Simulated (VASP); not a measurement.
Given:

```
CELL_PARAMETERS angstrom
      0.00000     2.13245     2.13245
      2.13245     0.00000     2.13245
      2.13245     2.13245     0.00000
ATOMIC_POSITIONS crystal
  Al 0.00000 0.00000 0.00000
  N  0.25000 0.25000 0.25000
```

Calculation: HSEsol screened hybrid, VASP's PBE PAW potentials (set 64) (plane waves; VASP). Run with 520 eV cut-off, 8×8×8 Γ-centred mesh, Gaussian smearing of 0.050 eV, potentials Al N.

Estimate the energy per atom (σ→0), pressure, band gap (on the k-mesh) with the smallest direct gap where there is one.

```json
{
 "band gap (on the k-mesh)": "4.56 eV",
 "smallest direct gap (on the k-mesh)": "6.25 eV",
 "energy per atom (σ→0)": "-8963 meV/atom",
 "pressure": "14.44 GPa"
}
```

Only differences to runs with the same potentials and settings are physical.

The compound is AlN in the zinc blende structure, a metastable form; wurtzite is the usual one. This cell is one point of a volume scan, at 0.91 of the reference volume. The cell's shape comes from a PBE relaxation.
